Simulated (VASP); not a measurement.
VASP runs on PbSe (space group Fm-3m) share one base input (PBE GGA, plane waves, VASP's PBE PAW potentials (set 64)) and change the settings named in each case.

POSCAR:
```
PbSe
1
    0.0000000000     3.0600000000     3.0600000000
    3.0600000000     0.0000000000     3.0600000000
    3.0600000000     3.0600000000     0.0000000000
Pb Se
1 1
Direct
  0.0000000000   0.0000000000   0.0000000000
  0.5000000000   0.5000000000   0.5000000000
```

### KPOINTS
```
Automatic mesh
0
Gamma
6 6 6
0 0 0
```

### INCAR
```
SYSTEM = PbSe
PREC = Accurate; ENCUT = 300; LREAL = F
LASPH = T
EDIFF = 1E-6; NELM = 100; ALGO = Normal
LMAXMIX = 4
ISMEAR = -1; SIGMA = 0.01
GGA = PE
ISIF = 2
LWAVE = F; LCHARG = F
```

POTCAR, in this order: Pb_d Se (PBE.64 set). Program: vasp_std.

```json
[
 {"change": "base run", "E(σ→0) (eV/atom)": "-4.0891", "pressure (GPa)": "2.07"},
 {"change": "GGA removed, POTCAR Pb_d Se (LDA.64 set)", "E(σ→0) (eV/atom)": "-4.7233", "pressure (GPa)": "-2.36"},
 {"change": "GGA_COMPAT = .FALSE., LNONCOLLINEAR = .TRUE., LSORBIT = .TRUE., MAGMOM = 0.0 0.0 0.0 0.0 0.0 0.0, program vasp_ncl", "E(σ→0) (eV/atom)": "-4.2994", "pressure (GPa)": "1.53"},
 {"change": "KPOINTS 5×5×5 Γ-centred mesh", "E(σ→0) (eV/atom)": "-4.0935", "pressure (GPa)": "1.94"}
]
```
 Energies of different potentials or functionals have different zeros.  Unless said otherwise, spin-orbit coupling is left out, though it shifts the bands of the heavy elements here. At 300 eV the pressure can carry a Pulay error.

Left out are runs that ran out of time, are held back, or changed the cell or the kind of run, fixed moments of cells without a moment, rows past the twelfth, gaps on odd meshes, pressures of charged cells and columns that move by less than the noise.

The structure is a typed PbSe crystal (Fm-3m). The cell was not relaxed at this level.
